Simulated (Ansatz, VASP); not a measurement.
**Two plane-wave programs on BaOs**

```
Ba Os
1.0
     3.20220    0.00000    0.00000
    -1.60110    2.77319    0.00000
     0.00000    0.00000    5.21216
Ba Os
1 1
Direct
  0.33333 0.66667 0.50000
  0.00000 0.00000 0.00000
```

Alike in both runs: functional PBE; k mesh 21 × 21 × 10; occupations gaussian, width 0.1 eV; no spin polarisation.

Ansatz relaxed the structure, and its values are those at the end. VASP's run is a single point on that final structure, the one shown.

|  | VASP | Ansatz |
| --- | --- | --- |
| version | VASP 6.6.1 | Ansatz 0.2.0 |
| potentials or method | VASP PAW PBE potentials, release 64 (Ba_sv, Os) | scalar-relativistic, plane waves, PAW |
| plane-wave cutoff (eV) | 520 | 420 |
| valence electrons in the cell | 18 | 26 |

|  | VASP | Ansatz | Ansatz less VASP |
| --- | --- | --- | --- |
| gap on the k mesh at the Fermi level (eV) | none | none | - |
| pressure (GPa) | 3.3 | 0.0 | -3.28 |

A gap of «none» marks a metal or a gap that the smearing closes. One of these differences is far larger than is usual between the two programs; its cause wasn't traced. With one functional, cell and mesh, what is left measures potentials, basis and numerics. The two sets of potentials don't hold the same shells in valence.

Spin-orbit coupling is left out, which matters for the levels of Ba, Os.
